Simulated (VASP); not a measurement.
Here is the system:

```
PdTl2
1.0
   -3.35600     3.35600     2.87400
    3.35600    -3.35600     2.87400
    3.35600     3.35600    -2.87400
Pd Tl
2 4
Cartesian
  0.00000   0.00000   1.43700
  0.00000   0.00000   4.31100
  1.11151   4.46751   0.00000
  2.24449   1.11151   0.00000
  2.24449  -1.11151   2.87400
  1.11151   2.24449   2.87400
```

Method: PBEsol GGA, VASP's PBE PAW potentials (set 64) (plane waves; VASP 6.6.1). Run with 300 eV cut-off, 5×5×5 Γ-centred mesh, Fermi-Dirac smearing of 0.10 eV, potentials Pd Tl_d.

**Question.** Give the energies of bands 29 to 42 at the high-symmetry points, in eV from the Fermi level.

**Answer.** 
| band | Γ | X | M | Z | P | N |
|---|---|---|---|---|---|---|
| 29 | -2.27 | -2.95 | -3.31 | -3.23 | -2.95 | -2.93 |
| 30 | -2.27 | -2.61 | -2.99 | -3.12 | -2.95 | -2.93 |
| 31 | -2.06 | -2.02 | -2.86 | -2.86 | -2.59 | -2.88 |
| 32 | -1.87 | -2.01 | -2.35 | -2.37 | -2.59 | -2.88 |
| 33 | -1.87 | -1.81 | -1.98 | -2.00 | -2.48 | -1.74 |
| 34 | -1.60 | -1.77 | -1.98 | -2.00 | -2.48 | -1.74 |
| 35 | -0.41 | -1.66 | -1.80 | -1.80 | 0.73 | -1.30 |
| 36 | -0.23 | 0.01 | -0.14 | -0.11 | 0.73 | -1.30 |
| 37 | -0.23 | 0.04 | 1.13 | 0.98 | 1.29 | 1.45 |
| 38 | 0.19 | 1.09 | 3.58 | 3.15 | 1.29 | 1.45 |
| 39 | 0.71 | 1.57 | 4.17 | 3.15 | 2.59 | 2.94 |
| 40 | 0.71 | 1.69 | 4.17 | 3.20 | 2.59 | 2.94 |
| 41 | 0.75 | 4.13 | 4.45 | 4.83 | 4.31 | 4.90 |
| 42 | 2.33 | 5.62 | 4.73 | 5.83 | 4.31 | 4.90 |

It has no gap at this level: it comes out as a metal or semimetal.

The structure comes from a measured Tl2Pd entry (I4/mcm) of the Crystallography Open Database, whose conditions weren't checked. The cell was not relaxed at this level.
